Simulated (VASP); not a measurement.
Level of theory: PBE GGA, VASP's PBE PAW potentials (set 64) (plane waves; VASP 6.6.1).

VASP ran on this input.

**KPOINTS**
```
Automatic
0
G
  11 11 11
```

INCAR:
```
ALGO  =  Normal
AMIX  =  0.6
BMIX  =  0.0001
EDIFF  =  1E-6
ENCUT  =  520
GGA  =  PE
IMIX  =  1
ISIF  =  2
ISMEAR  =  0
LASPH  =  .TRUE.
LCHARG  =  .FALSE.
LREAL  =  .FALSE.
LWAVE  =  .FALSE.
NELM  =  100
PREC  =  Accurate
SIGMA  =  0.05
SYSTEM  =  C
```

**POSCAR**
```
C
1
    0.0000000000     1.7791000000     1.7686780000
    1.7594910000     0.0000000000     1.7686780000
    1.7594910000     1.7791000000     0.0000000000
C
2
Direct
  0.0000000000   0.0000000000   0.0000000000
  0.2365770000   0.2634230000   0.2634230000
```

POTCAR, in this order: C (PBE.64 set). Program: vasp_std.

What VASP printed:

### OSZICAR
```
       N       E                     dE             d eps       ncg     rms          rms(c)
DAV:   1    -0.421321059177E+00   -0.42132E+00   -0.51573E+03  6128   0.996E+02
DAV:   2    -0.187004729073E+02   -0.18279E+02   -0.17534E+02  9072   0.111E+02
DAV:   3    -0.188146912746E+02   -0.11422E+00   -0.11422E+00  6392   0.114E+01
DAV:   4    -0.188148349439E+02   -0.14367E-03   -0.14367E-03  8504   0.435E-01
DAV:   5    -0.188148349979E+02   -0.54053E-07   -0.54053E-07  6184   0.540E-03    0.574E+00
DAV:   6    -0.181504405995E+02    0.66439E+00   -0.10363E+00  6056   0.824E+00    0.229E+00
DAV:   7    -0.181262799506E+02    0.24161E-01   -0.40174E-02  8184   0.175E+00    0.994E-01
DAV:   8    -0.181256030149E+02    0.67694E-03   -0.19810E-03  6928   0.435E-01    0.395E-01
DAV:   9    -0.181256653052E+02   -0.62290E-04   -0.16039E-04  6368   0.140E-01    0.152E-01
DAV:  10    -0.181256898094E+02   -0.24504E-04   -0.22795E-05  6272   0.571E-02    0.569E-02
DAV:  11    -0.181256952044E+02   -0.53950E-05   -0.42834E-06  7208   0.253E-02    0.209E-02
DAV:  12    -0.181256960634E+02   -0.85901E-06   -0.87031E-07  5872   0.115E-02
   1 F= -.18125696E+02 E0= -.18125696E+02  d E =-.507127E-18
```

**OUTCAR**
```
------------------------ aborting loop because EDIFF is reached ----------------------------------------
  FORCE on cell =-STRESS in cart. coord.  units (eV):
  Direction    XX          YY          ZZ          XY          YZ          ZX
  --------------------------------------------------------------------------------------
  Total        1.3243342      0.6426857      1.0347020      0.0000000     -0.2190908      0.0000000
  in kB      191.6205178     92.9914509    149.7130630      0.0000000    -31.7006731      0.0000000
  external PRESSURE =     144.7750106 kB  Pullay stress =       0.0000000 kB
  volume of cell :       11.07
      direct lattice vectors                 reciprocal lattice vectors
     0.000000000  1.779100000  1.768678000    -0.284173093  0.281040976  0.282697020
     1.759491000  0.000000000  1.768678000     0.284173093 -0.281040976  0.282697020
     1.759491000  1.779100000  0.000000000     0.284173093  0.281040976 -0.282697020
 POSITION                                       TOTAL-FORCE (eV/Angst)
 -----------------------------------------------------------------------------------
      0.00000      0.00000      0.00000         1.844719      0.000000      0.000000
      0.92698      0.88955      0.88434        -1.844719      0.000000      0.000000
 -----------------------------------------------------------------------------------
    total drift:                               -0.000001      0.000001      0.000001
  FREE ENERGIE OF THE ION-ELECTRON SYSTEM (eV)
  ---------------------------------------------------
  free  energy   TOTEN  =       -18.1256960634 eV

  energy  without entropy=      -18.1256960634  energy(sigma->0) =      -18.12569606
```
(Selected blocks of OUTCAR.)

The compound is C in the diamond structure. The cell was not relaxed at this level, atoms are displaced from their ideal sites. The run is one of a series of settings (AMIX = 0.6, BMIX = 0.0001, IMIX = 1 against the base run), some of them coarse on purpose.
